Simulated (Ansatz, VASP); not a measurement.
# Cross-check of TaSb between VASP and Ansatz

Wanted: the spread between two codes on one cell, functional and k mesh. The cell is generated by rule, not measured, and may not be a known phase. The cell is taken from a series of runs on this material, whose earlier steps may have relaxed, scaled, displaced or heated it; both programs get it as it stands.

Method: plane waves, with VASP 6.6.1 beside it; single point at LDA, in Ansatz 0.2.0.

The structure was built from a prototype and need not be the compound's stable phase.

## 1. The starting structure

Symmetry: P-6m2, No. 187, hexagonal system. Conventional cell: a = 3.239 Å, b = 3.239 Å, c = 3.178 Å, α = 90.00°, β = 90.00°, γ = 120.00°. Ta has 6 Sb at 2.45 Å nearest. Nearest to Sb lie 6 Ta at 2.45 Å. Farther neighbours are not listed.

## 2. Ansatz: single point, LDA

Ansatz runs on norm-conserving files, of PseudoDojo where its log says so.

A single point gives forces, pressure and levels at one fixed geometry, so differences don't come from the geometry; what else differs is listed under the comparison.

File input.yaml:

```yaml
crystal:
  lattice:
    - [3.239, 0.0, 0.0]
    - [-1.6195, 2.80506, 0.0]
    - [0.0, 0.0, 3.17837]
  atoms:
    - { symbol: Ta, position: [0.3333333333, 0.6666666667, 0.5] }
    - { symbol: Sb, position: [0.0, 0.0, 0.0] }
kpoints:
  mp_grid: { grid: [6, 6, 6] }
hamiltonian:
  xc: lda
  pseudopotentials: { kind: nc }
scf:
  occupations: { method: gaussian, width: 0.1 }
output:
  forces: true
  stress: true
  eigenvalues: true
```

The run is started by

```sh
> ansatz run input.yaml --threads 4 --pin off --max-ram 7168MiB --backend cpu --events-out ev --progress --plain --runs-dir out
```

The log of the run:

```text
Engine: ansatz 0.2.0, aarch64-unknown-linux-gnu
Pseudopotentials: kind: nc
Pseudopotential: Ta, nc, valence charge 13, recommended cutoff 789.130201 eV (normal), Ta.nc.azcp (PseudoDojo's, or run here from an input of PseudoDojo's: the run reads no file of this project's for it)
Pseudopotential: Sb, nc, valence charge 15, recommended cutoff 1142.878222 eV (normal), Sb.nc.azcp (PseudoDojo's, or run here from an input of PseudoDojo's: the run reads no file of this project's for it)
Functional definition: SPW92
  exchange = slater_x
  correlation = pw_c
Crystal: 2 atoms, lattice volume = 28.877 Å³
Basis set: ecut = 1142.878222 eV, 2543 PW (Γ)
Bands: 18, of which v1, the nominal top of the filled ones, is band 14 counted from 1 (13 counted from 0)
Symmetry: 12 space group operations
Space group: P-6m2 (ITA 187), of the structure as read, at distance tolerance 3.1e-5 Å
k-points: 28 of 216 (time reversal used)
Non-local potential: Ta, projectors of the file, l = 0: 2, l = 1: 2, l = 2: 2, l = 3: 2
Non-local potential: Sb, projectors of the file, l = 0: 2, l = 1: 2, l = 2: 2
Initial density: superposition of atomic densities (chi_scale 0.1, normalization cell, long waves kept (reshape's long-wave potential 0.00 eV rms))
Initial wavefunctions: pseudopotential atomic-orbital guess
Functional: x = slater, c = lda
SCF iter   1: F=—  HF=-4238.898094 eV  |F-HF|=—  |Δ(HF+E_count)|=         —  Δρ=6.61e-2  dr2=1.76e0  ethr=3.10e-3  ⟨swp⟩=6.0  Hψ=2944  notcnv=0
preconditioner: auto → none  [metal: Δε(μ)=0.014 eV  Ē_g=24.805 eV  σ=0.100 eV  W_gap=0.08  n_scr=8 (ndim 8)  ℏωp=35.2 eV  f_vac=0.000  D(μ)=1.60/eV (n_scr^D=20)  sad-step TF]
SCF iter   2: F=—  HF=-4238.410008 eV  |F-HF|=—  |Δ(HF+E_count)|=   4.88e-1  Δρ=3.50e-2  dr2=5.05e-1  ethr=3.10e-3  ⟨swp⟩=2.2  Hψ=888  notcnv=0  defer=3
SCF iter   3: F=—  HF=-4238.210686 eV  |F-HF|=—  |Δ(HF+E_count)|=   1.99e-1  Δρ=5.80e-3  dr2=9.42e-3  ethr=1.80e-3  ⟨swp⟩=2.7  Hψ=910  notcnv=0  defer=3
SCF iter   4: F=—  HF=-4238.207725 eV  |F-HF|=—  |Δ(HF+E_count)|=   2.96e-3  Δρ=1.37e-3  dr2=4.10e-4  ethr=3.37e-5  ⟨swp⟩=2.0  Hψ=997  notcnv=0  defer=2
SCF iter   5: F=—  HF=-4238.207606 eV  |F-HF|=—  |Δ(HF+E_count)|=   1.19e-4  Δρ=3.31e-4  dr2=1.19e-5  ethr=1.46e-6  ⟨swp⟩=2.1  Hψ=850  notcnv=0  defer=2
SCF iter   6: F=—  HF=-4238.207599 eV  |F-HF|=—  |Δ(HF+E_count)|=   6.67e-6  Δρ=5.04e-5  dr2=3.71e-7  ethr=4.27e-8  ⟨swp⟩=2.1  Hψ=886  notcnv=0  defer=2
SCF iter   7: F=-4238.207599 eV  HF=-4238.207599 eV  |F-HF|=6.95e-9  |Δ(HF+E_count)|=   1.06e-7  Δρ=6.23e-6  dr2=9.54e-9  ethr=3.57e-10  ⟨swp⟩=10.2  Hψ=3343  notcnv=0
SCF 1 converged in 7 iterations: F = -4238.207599 eV  dr2 = 9.54e-9
SCF converged after 7 iterations
Free energy (F): -4238.207599 eV
Harris-Foulkes:  -4238.207599 eV  (|F-HF|=6.95e-9)
Internal energy: -4238.203360 eV  (E = F + TS)
E sigma→0 (E₀):  -4238.205480 eV
Entropy (-TS):   -0.004239 eV (-2.120 meV/atom)
Fermi energy:    24.182538 eV
--- Per-component energies (eV) ---
  E_band       = -11.380978
  E_kinetic    = 1946.201906
  E_local      = -2061.380537  (includes V_loc(G=0)·N_el)
  E_nonlocal   = -389.951258
  E_hartree    = 583.989023
  E_xc         = -1022.534484
  E_vxc        = -674.228817  (∫ρ·V_xc dr)
  E_ewald      = -3294.528009
  E_smearing   = -0.004239  (= −TS)
  E_closure    = -0.000000  (closes the sum)
  Σ components = -4238.207599   (vs F -4238.207599, Δ=0.00e0)
--- Forces (eV/Å), atoms counted from 1 ---
  atom   1  Ta     0.00000000    -0.00000000     0.00000000
  atom   2  Sb     0.00000000    -0.00000000     0.00000000
  max |Σ_I F_I| component: 4.81e-16 eV/Å
--- Stress (GPa, compression-positive) ---
       99.652539      -0.000000       0.000000
        0.000000      99.652539       0.000000
        0.000000       0.000000     143.264895
  P = ⅓ Tr σ = 114.1900 GPa (1141.900 kbar)
--- Band table (eV; the first three rows and the last of 28) ---
  k-point 0: bands = [... 10 lower, 20.1449, 21.2226, 21.2226, 25.2682, 25.9113, 25.9113, 30.4686, 31.5692]
  k-point 1: bands = [... 10 lower, 19.4833, 21.5456, 21.5456, 24.7786, 25.0468, 25.0468, 30.7688, 32.2268]
  k-point 2: bands = [... 10 lower, 17.1094, 22.3087, 22.3087, 23.9200, 23.9200, 25.8117, 30.7541, 30.7541]
  k-point 27: bands = [... 10 lower, 16.7836, 18.5075, 21.6650, 22.7943, 27.1451, 28.7672, 31.0170, 31.1083]
```

In the SCF lines HF is the Harris–Foulkes energy and dr2 the Hartree energy of the density residual, in eV; the loop may stop once dr2 is under the threshold and the program's other checks hold. Hψ counts applications of the Hamiltonian.

The run ends at a pressure of 114.19 GPa.

## 3. VASP: single point, LDA

The same cell, functional (in two slightly different forms), mesh and smearing now go to VASP, with its own data sets.

Lines of VASP's logs that name or quote its potential files are left out, and so is its time.

File INCAR:

```
SYSTEM = TaSb
PREC = Accurate
ENCUT = 500
EDIFF = 1E-06
NELM = 120
ISMEAR = 0
SIGMA = 0.1
LREAL = .FALSE.
ALGO = Normal
GGA = CA
NBANDS = 14
LASPH = .TRUE.
LORBIT = 11
LWAVE = .FALSE.
LCHARG = .FALSE.
ISIF = 2
GGA_COMPAT = .FALSE.
```

File POSCAR:

```
TaSb
1.0
    3.2390000000      0.0000000000      0.0000000000
   -1.6195000000      2.8050600000      0.0000000000
    0.0000000000      0.0000000000      3.1783700000
Ta Sb
1 1
Direct
    0.3333333333      0.6666666667      0.5000000000
    0.0000000000      0.0000000000      0.0000000000
```

File KPOINTS:

```
Automatic mesh
0
Gamma
6 6 6
0 0 0
```

Potentials, in the order of the species: Ta_pv and Sb (LDA family, release 64).

The run is started by

```sh
> mpirun -np 1 vasp_std
```

The log of the run:

```text
[banner, memory and clock lines left out]
running    1 mpi-ranks, on    1 nodes
 distrk:  each k-point on    1 cores,    1 groups
 distr:  one band on    1 cores,    1 groups

 POSCAR found type information on POSCAR TaSb
 POSCAR found :  2 types and       2 ions
 LDA part: xc-table for (Slater(with rela. corr.)+CA(PZ))
 , standard interpolation
 POSCAR, INCAR and KPOINTS ok, starting setup
 FFT: planning ... GRIDC
 FFT: planning ... GRID_SOFT
 FFT: planning ... GRID
 WAVECAR not read
 entering main loop
       N       E                     dE             d eps       ncg     rms          rms(c)
DAV:   1     0.999297329003E+02    0.99930E+02   -0.79419E+03   792   0.105E+03
DAV:   2    -0.119241458026E+02   -0.11185E+03   -0.10733E+03  1018   0.279E+02
DAV:   3    -0.147706548307E+02   -0.28465E+01   -0.28258E+01   892   0.437E+01
DAV:   4    -0.147944820460E+02   -0.23827E-01   -0.23823E-01   946   0.456E+00
DAV:   5    -0.147949319460E+02   -0.44990E-03   -0.44990E-03   924   0.602E-01    0.237E+01
DAV:   6    -0.144431698287E+02    0.35176E+00   -0.29187E-01   868   0.537E+00    0.124E+01
DAV:   7    -0.143360125984E+02    0.10716E+00   -0.78699E-02   940   0.247E+00    0.214E+00
DAV:   8    -0.143293146979E+02    0.66979E-02   -0.73002E-03   856   0.791E-01    0.178E-01
DAV:   9    -0.143292857198E+02    0.28978E-04   -0.61864E-04   928   0.175E-01    0.350E-02
DAV:  10    -0.143292789979E+02    0.67220E-05   -0.22607E-05   910   0.450E-02    0.131E-02
DAV:  11    -0.143292785943E+02    0.40354E-06   -0.19207E-06   920   0.137E-02
   1 F= -.14329279E+02 E0= -.14327246E+02  d E =-.406561E-02
```

OUTCAR, selected parts (step 3):

```text
ion  position               nearest neighbor table
   1  0.333  0.667  0.500-   2 2.45   2 2.45   2 2.45   2 2.45   2 2.45   2 2.45
   2  0.000  0.000  0.000-   1 2.45   1 2.45   1 2.45   1 2.45   1 2.45   1 2.45

  LATTYP: Found a hexagonal cell.
 ALAT       =     3.2390000000
 C/A-ratio  =     0.9812812596

 Subroutine GETGRP returns: Found 12 space group operations
 (whereof 12 operations were pure point group operations)

The static configuration has the point symmetry D_3h.

 Found     28 irreducible k-points:

   k-points           NKPTS =     28   k-points in BZ     NKDIM =     28   number of bands    NBANDS=     14

   dimension x,y,z NGX =    24 NGY =   24 NGZ =   24
   dimension x,y,z NGXF=    48 NGYF=   48 NGZF=   48

   ENCUT  =  500.0 eV  36.75 Ry    6.06 a.u.   5.91  5.91  5.79*2*pi/ulx,y,z

   NELECT =      16.0000    total number of electrons

 k-points in reciprocal lattice and weights: Automatic mesh
   0.00000000  0.00000000  0.00000000       0.005
   0.16666667  0.00000000  0.00000000       0.028
   0.33333333  0.00000000  0.00000000       0.028
   0.50000000  0.00000000  0.00000000       0.014
   0.16666667  0.16666667  0.00000000       0.028
   0.33333333  0.16666667  0.00000000       0.056
   0.33333333  0.33333333  0.00000000       0.009
   0.00000000  0.00000000  0.16666667       0.009
   0.16666667  0.00000000  0.16666667       0.056
[...]
0.33333333  0.16666667  0.50000000       0.056
   0.33333333  0.33333333  0.50000000       0.009

 average (electrostatic) potential at core
       1 -29.2423       2 -80.1788

 E-fermi :  13.1251

 k-point     1 :       0.0000    0.0000    0.0000
  band No.  band energies     occupation
    ...
      3     -20.6759      2.00000
      4      -2.0171      2.00000
      5       9.0215      2.00000
      6      10.1358      2.00000
      7      10.1358      2.00000
      8      14.3145      0.00000
      9      14.7482      0.00000
     10      14.7482      0.00000
     11      19.3565      0.00000
     12      20.5355      0.00000
    ...

 k-point     2 :       0.1667    0.0000    0.0000
  band No.  band energies     occupation
    ...
      4      -1.3223      2.00000
      5       8.7228      2.00000
      6       9.6123      2.00000
      7      10.7319      2.00000
      8      12.0206      2.00000
      9      14.6931      0.00000
     10      17.7262      0.00000
     11      17.9061      0.00000
     12      19.0782      0.00000
     13      21.0726      0.00000
    ...

 k-point     3 :       0.3333    0.0000    0.0000
  band No.  band energies     occupation
    ...
      4       0.4709      2.00000
      5       6.6869      2.00000
      6       9.7808      2.00000
      7      10.5094      2.00000
      8      12.2167      2.00000
      9      14.5880      0.00000
     10      16.2523      0.00000
     11      17.1856      0.00000
     12      20.3226      0.00000
     13      22.1801      0.00000
    ...

  Total       18.4544304     18.4544793     26.5281323     -0.0000000      0.0000000      0.0000000
  in kB     1023.8908704   1023.8935840   1471.8369466     -0.0000000      0.0000000      0.0000000
  external PRESSURE =    1173.2071337 kB  Pullay stress =       0.0000000 kB

  energy-cutoff  :      500.00
  volume of cell :       28.88
      direct lattice vectors                 reciprocal lattice vectors
     3.239000000  0.000000000  0.000000000     0.308737265  0.178249307  0.000000000
    -1.619500000  2.805060000  0.000000000     0.000000000  0.356498613  0.000000000
     0.000000000  0.000000000  3.178370000     0.000000000  0.000000000  0.314626680

 POSITION                                       TOTAL-FORCE (eV/Angst)
 -----------------------------------------------------------------------------------
     -0.00000      1.87004      1.58919         0.000000     -0.000000      0.000000
      0.00000      0.00000      0.00000        -0.000000      0.000000      0.000000
 -----------------------------------------------------------------------------------
    total drift:                               -0.000000     -0.000091     -0.000000

  FREE ENERGIE OF THE ION-ELECTRON SYSTEM (eV)
  ---------------------------------------------------
  free  energy   TOTEN  =       -14.3292785943 eV

  energy  without entropy=      -14.3252129887  energy(sigma->0) =      -14.32724579

 total charge
# of ion       s       p       d       tot
------------------------------------------
    1        0.337   6.280   3.084   9.701
    2        1.154   1.805   0.168   3.128
--------------------------------------------------
tot          1.492   8.085   3.252  12.829

[... 3 further parts left out ...]
```

The run ends at a pressure of 117.32 GPa.

## 4. Comparison

Known differences besides the potentials themselves: the two LDA forms differ slightly; the data sets hold 28 valence electrons in Ansatz (on norm-conserving files, of PseudoDojo where its log says so) and 16 in VASP; the cutoff is 1142.88 eV in Ansatz and 500 eV in VASP; VASP's log shows a relativistic correction to its local exchange, Ansatz's none. Total energies have different zeros and are not compared.

Compared:

| quantity | Ansatz | VASP | difference |
| --- | --- | --- | --- |
| pressure (GPa) | 114.19 | 117.32 | -3.13 |

## 5. Summary of results

```yaml
difference_in_pressure_single_point_lda: -3.1 GPa
```

The difference in pressure is -3.1 GPa (single point, LDA), beyond the 1 GPa picked in this series as the mark of a large difference. The data sets hold unlike numbers of valence electrons (28 in Ansatz and 16 in VASP), so part of the differences comes from the potentials. Such differences can come from data sets, numerical settings and the points named under the comparisons, not from the functional's error against experiment.

[Lines on the potential files, build, host, timing and source positions are cut from VASP's logs without a mark.]

[Logs are printed without paths, hosts, clocks, repeated set-up lines and the standing remarks that a program may print on its own settings, such as how far it seeks lower states.]

[Hosts, paths, dates, database ids (printed as entryN), source tags and the programs' standing remarks are cut or masked in the printed files.]
